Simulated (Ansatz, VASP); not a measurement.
## GaGe: VASP and Ansatz over several settings

```
Ge Ga
1.0
     0.00000    2.93598    2.93598
     2.93598    0.00000    2.93598
     2.93598    2.93598    0.00000
Ge Ga
1 1
Direct
  0.00000 0.00000 0.00000
  0.25000 0.25000 0.25000
```

Change from the starting cell: volume scaled by 1.04.

Single points on this cell with VASP 6.6.1 and Ansatz 0.2.0. Each row is one pair of runs. Alike in all rows: spin: off; k mesh: 8 × 8 × 8; smearing: fermi-dirac, width 0.05 eV; VASP's potentials, cutoff: VASP PAW PBE potentials, release 64 (Ge_d, Ga_d), 520 eV.

| level | Ansatz's potentials, cutoff | gap on the k mesh at the Fermi level (eV), VASP | gap on the k mesh at the Fermi level (eV), Ansatz | pressure (GPa), VASP | pressure (GPa), Ansatz |
| --- | --- | --- | --- | --- | --- |
| PBE | Ansatz PAW, 420 eV | none | none | -1.5 | -1.5 |
| PBE | Ansatz PAW earlier set, 1300 eV | none | none | -1.5 | -1.5 |
| PBE | JTH PAW, 3600 eV | none | none | -1.5 | -1.5 |
| PBE | SPMS NC, 925 eV | none | none | -1.5 | -1.4 |
| PBE | PseudoDojo standard (PBE files), 1088 eV | none | none | -1.5 | -1.5 |
| PBE | PseudoDojo stringent (PBE files), 1687 eV | none | none | -1.5 | -1.5 |
| PBE | Ansatz NC, 1088 eV | none | none | -1.5 | -1.5 |
| PBEsol | Ansatz PAW, 420 eV | none | none | -4.0 | -4.0 |

Pressure (GPa): the two programs differ by at most 0.09.

A gap of «none» marks a metal or a gap that the smearing closes.

Caveats: the PAW data sets were made with another functional, which shifts forces and pressure a little (VASP); the PAW data sets come from PBE, with cores solved anew for the run's functional, which leaves a small shift of forces and pressure (Ansatz).
